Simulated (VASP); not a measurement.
These are PBE GGA, VASP's PBE PAW potentials (set 64) (plane waves; VASP) values and carry that method's errors.

A VASP calculation is set up with these files.

File KPOINTS:
```
Automatic mesh
0
Gamma
6 6 6
0 0 0
```

### INCAR
```
# general
SYSTEM  = GePt3
PREC    = Accurate
ENCUT   = 300   # plane-wave cut-off (eV)
LREAL   = .FALSE.   # projection in real space or not
LASPH   = .TRUE.   # aspherical one-centre terms

# electronic loop
EDIFF   = 1E-6   # SCF stop (eV)
NELM    = 100   # most electronic steps
ALGO    = Normal
LMAXMIX = 6   # l cut-off of mixed one-centre charges

# smearing
ISMEAR  = -1   # Fermi-Dirac
SIGMA   = 0.1

# functional
GGA     = PE   # PBE

# ions
ISIF    = 2   # forces and stress, cell fixed

# output
LWAVE   = .FALSE.
LCHARG  = .FALSE.
```

**POSCAR**
```
GePt3
1
    0.0000000000     3.2584880000     3.2584880000
    3.2584880000     0.0000000000     3.2584880000
    3.2584880000     3.2584880000     0.0000000000
Ge Pt
1 3
Direct
  0.0098540000  -0.0025120000  -0.0002320000
  0.4886450000   0.5131350000   0.4939290000
  0.2482760000   0.2525560000   0.2590060000
  0.7532260000   0.7368200000   0.7472970000
```

POTCAR, in this order: Ge_d Pt (PBE.64 set). Program: vasp_std.

At this cut-off the stress carries a Pulay error, which pulls relaxed volumes low. Unless said otherwise, spin-orbit coupling is left out, though it shifts the bands of the heavy elements here.

What does the run give for the energy per atom (σ→0), pressure, largest force, band gap (on the k-mesh)?

```json
{
 "energy per atom (σ→0)": "-5.716 eV/atom",
 "band gap (on the k-mesh)": "none (metal, semimetal or under 0.01 eV)",
 "pressure": "-13.96 GPa",
 "largest_force": "0.439 eV/Å"
}
```

OSZICAR:
```
...
DAV:   8    -0.229173944220E+02    0.13565E-01   -0.12139E-01  6808   0.241E+00    0.871E-01
DAV:   9    -0.229119445587E+02    0.54499E-02   -0.25916E-02  6304   0.137E+00    0.380E-01
DAV:  10    -0.229113808499E+02    0.56371E-03   -0.81388E-03  7180   0.111E+00    0.858E-02
DAV:  11    -0.229111578805E+02    0.22297E-03   -0.10505E-03  7764   0.396E-01    0.328E-02
DAV:  12    -0.229111462385E+02    0.11642E-04   -0.89454E-05  7578   0.980E-02    0.162E-02
DAV:  13    -0.229111471050E+02   -0.86655E-06   -0.11278E-05  6816   0.300E-02    0.602E-03
DAV:  14    -0.229111476611E+02   -0.55604E-06   -0.73148E-07  3244   0.775E-03
   1 F= -.22911148E+02 E0= -.22863522E+02  d E =-.952511E-01
```

The structure was generated: GePt3 was put into an ordered model structure, which need not be its known phase. The cell was not relaxed at this level, atoms are displaced from their ideal sites.
